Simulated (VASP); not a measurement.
These are PBE GGA, VASP's PBE PAW potentials (set 64) (plane waves; VASP) values and carry that method's errors.

VASP ran on this input.

INCAR:
```
ALGO = Normal
EDIFF = 1E-6
ENCUT = 520
GGA = PE
ISIF = 2
ISMEAR = 0
LASPH = .True.
LCHARG = .False.
LMAXMIX = 4
LREAL = .False.
LWAVE = .False.
NELM = 100
PREC = Accurate
SIGMA = 0.05
SYSTEM = BAs
```

File POSCAR:
```
BAs
1
    0.0000000000     2.4378000000     2.4378000000
    2.4378000000     0.0000000000     2.4378000000
    2.4378000000     2.4378000000     0.0000000000
B As
1 1
Direct
  0.0000000000   0.0000000000   0.0000000000
  0.2500000000   0.2500000000   0.2500000000
```

**KPOINTS**
```
Automatic mesh
0
Gamma
7 7 7
0 0 0
```

POTCAR, in this order: B As (PBE.64 set). Program: vasp_std.

**Question.** Predict the energy per atom (σ→0), pressure.

**Answer.** 
```
Quantity                        Value
---------------------  --------------
energy per atom (σ→0)  -5.696 eV/atom
pressure                    -4.48 GPa
```

**OSZICAR**
```
...
DAV:   6    -0.114435571730E+02    0.47779E+00   -0.16302E+00   336   0.639E+00    0.225E+00
DAV:   7    -0.113979544375E+02    0.45603E-01   -0.15967E-01   456   0.246E+00    0.914E-01
DAV:   8    -0.113919147320E+02    0.60397E-02   -0.20727E-02   352   0.100E+00    0.106E-01
DAV:   9    -0.113922239776E+02   -0.30925E-03   -0.63264E-04   416   0.194E-01    0.587E-02
DAV:  10    -0.113924167447E+02   -0.19277E-03   -0.30748E-04   368   0.128E-01    0.157E-02
DAV:  11    -0.113924228686E+02   -0.61239E-05   -0.12552E-05   496   0.271E-02    0.120E-02
DAV:  12    -0.113924226803E+02    0.18827E-06   -0.25939E-06   320   0.113E-02
   1 F= -.11392423E+02 E0= -.11392423E+02  d E =-.149452E-11
```

The compound is BAs in the zinc blende structure. The cell was not relaxed at this level.
